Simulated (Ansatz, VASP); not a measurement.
This is a calculation of Rb2Mg for Ansatz 0.2.0.

The input input.yaml:

```yaml
crystal:
  lattice:
    - [-5.002542, 5.002542, 3.581331]
    - [5.002542, -5.002542, 3.581331]
    - [5.002542, 5.002542, -3.581331]
  atoms:
    - { symbol: Rb, position: [0.834449, 0.334449, 0.168898] }
    - { symbol: Rb, position: [0.165551, 0.665551, 0.831102] }
    - { symbol: Rb, position: [0.334449, 0.165551, 0.5] }
    - { symbol: Rb, position: [0.665551, 0.834449, 0.5] }
    - { symbol: Mg, position: [0.25, 0.25, 0.0] }
    - { symbol: Mg, position: [0.75, 0.75, 0.0] }
hamiltonian:
  xc: lda
  pseudopotentials: { kind: paw }
kpoints:
  mp_grid: { grid: [5, 5, 5] }
scf:
  occupations: { method: gaussian, width: 0.1 }
output:
  forces: true
  stress: true
  eigenvalues: true
```

Potentials or basis: Ansatz PAW.

The run is started by

```sh
$ ansatz run input.yaml --threads 1 --pin off --max-ram 3584MiB --backend cpu --events-out ev --progress --plain --runs-dir out
```

Q: Translate it to VASP 6.6.1. Potentials there: VASP PAW LDA potentials, release 64 (Rb_sv, Mg_pv).

A: As run (the cutoff follows the program's own potentials):

File run.py:

```python
from ase.calculators.vasp import Vasp
from ase.dft.bandgap import bandgap
from ase.io import read

atoms = read('POSCAR')
calc = Vasp(
    directory='calc',
    xc='lda',
    pp='LDA',
    setups='materialsproject',
    prec='Accurate',
    encut=520,
    ediff=1e-06,
    ismear=0,
    sigma=0.1,
    lreal=False,
    lasph=True,
    nelm=60,
    algo='Normal',
    isif=2,
    lwave=False,
    lcharg=False,
    kpts=[5, 5, 5],
    gamma=True,
)
atoms.calc = calc

print('energy (eV):', atoms.get_potential_energy())
print('free energy (eV):', atoms.get_potential_energy(force_consistent=True))
print('forces (eV/A):')
print(atoms.get_forces())
print('stress (eV/A^3, Voigt):', atoms.get_stress())
print('Fermi level (eV):', calc.get_fermi_level())
gap, top, bottom = bandgap(calc)
print('band gap (eV):', gap, 'from (spin, k, band)', top, 'to', bottom)
```

File POSCAR:

```
Rb2Mg
1.0
   -5.0025420000      5.0025420000      3.5813310000
    5.0025420000     -5.0025420000      3.5813310000
    5.0025420000      5.0025420000     -3.5813310000
Rb Mg
4 2
Direct
    0.8344490000      0.3344490000      0.1688980000
    0.1655510000      0.6655510000      0.8311020000
    0.3344490000      0.1655510000      0.5000000000
    0.6655510000      0.8344490000      0.5000000000
    0.2500000000      0.2500000000      0.0000000000
    0.7500000000      0.7500000000      0.0000000000
```

Potentials or basis: VASP PAW LDA potentials, release 64 (Rb_sv, Mg_pv).

Command:

```sh
$ python run.py
```

Both were run:

|  | VASP | Ansatz | Ansatz less VASP |
| --- | --- | --- | --- |
| gap on the k mesh at the Fermi level (eV) | none | none | - |
| pressure (GPa) | -0.7 | -0.7 | +0.02 |
| largest component of the traceless stress (GPa) | 0.10 | 0.10 | 0.000 |
| rms of the force components (eV/Å) | 0.012 | 0.012 | +0.0002 |

Atom by atom the forces differ by 0.000 eV/Å (rms over components). A gap of «none» marks a metal or a gap that the smearing closes. The two sets of potentials don't hold the same shells in valence.

Caveats: the PAW data sets come from PBE, with cores solved anew for the run's functional, which leaves a small shift of forces and pressure (Ansatz).
